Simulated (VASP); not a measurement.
A VASP calculation is set up with these files.

**POSCAR**
```
ZnS
1
    1.9100000000    -3.3082170000     0.0000000000
    1.9100000000     3.3082170000     0.0000000000
    0.0000000000     0.0000000000     6.2600000000
Zn S
2 2
Direct
  0.6666670000   0.3333330000   0.5000000000
  0.3333330000   0.6666670000   0.0000000000
  0.6666670000   0.3333330000   0.8750000000
  0.3333330000   0.6666670000   0.3750000000
```

File KPOINTS:
```
Automatic mesh
0
Gamma
5 5 3
0 0 0
```

**INCAR**
```
SYSTEM = ZnS
PREC = Accurate
ENCUT = 400
EDIFF = 1E-6
NELM = 100
ALGO = Normal
LREAL = .FALSE.
LASPH = .TRUE.
ISMEAR = 0
SIGMA = 0.05
GGA = PE
LMAXMIX = 4
LWAVE = .FALSE.
LCHARG = .FALSE.
ISIF = 2
NBANDS = 17
```

POTCAR, in this order: Zn S (PBE.64 set). Program: vasp_std.

Question: Does this input run properly? What does VASP do?

Answer: There is a fault: NBANDS is too small to hold all electrons. VASP stops with an error: The number of bands is not sufficient to hold all electrons. I am sorry, but this calculation does not make sense. If you want to calculate only selected states, you need to set either EFERMI or EREF. EREF specifies around which energy states are supposed to be calculated. I found NBANDS = 17, NELECT = 36. ----> I REFUSE TO CONTINUE WITH THIS SICK JOB ... BYE!!! <----

File standard output:
```
 POSCAR found type information on POSCAR ZnS
 POSCAR found :  2 types and       4 ions
 Reading from existing POTCAR
 Reading from existing POTCAR
 LDA part: xc-table for (Slater+PW92), standard interpolation

 -----------------------------------------------------------------------------
|                                                                             |
|     EEEEEEE  RRRRRR   RRRRRR   OOOOOOO  RRRRRR      ###     ###     ###     |
|     E        R     R  R     R  O     O  R     R     ###     ###     ###     |
|     E        R     R  R     R  O     O  R     R     ###     ###     ###     |
|     EEEEE    RRRRRR   RRRRRR   O     O  RRRRRR       #       #       #      |
|     E        R   R    R   R    O     O  R   R                               |
|     E        R    R   R    R   O     O  R    R      ###     ###     ###     |
|     EEEEEEE  R     R  R     R  OOOOOOO  R     R     ###     ###     ###     |
|                                                                             |
|     The number of bands is not sufficient to hold all electrons. I am       |
|     sorry, but this calculation does not make sense. If you want to         |
|     calculate only selected states, you need to set either EFERMI or        |
|     EREF. EREF specifies around which energy states are supposed to be      |
|     calculated.                                                             |
|     I found NBANDS = 17, NELECT = 36.                                       |
|                                                                             |
|       ---->  I REFUSE TO CONTINUE WITH THIS SICK JOB ... BYE!!! <----       |
|                                                                             |
 -----------------------------------------------------------------------------
```

To mend it, remove NBANDS.

The mended run (PBE GGA, plane waves, VASP's PBE PAW potentials (set 64)) converges, and its OSZICAR ends with
```
   1 F= -.13668035E+02 E0= -.13668035E+02  d E =-.171614E-15
```

The compound is ZnS in the wurtzite structure, the high-temperature form. The cell was not relaxed at this level.
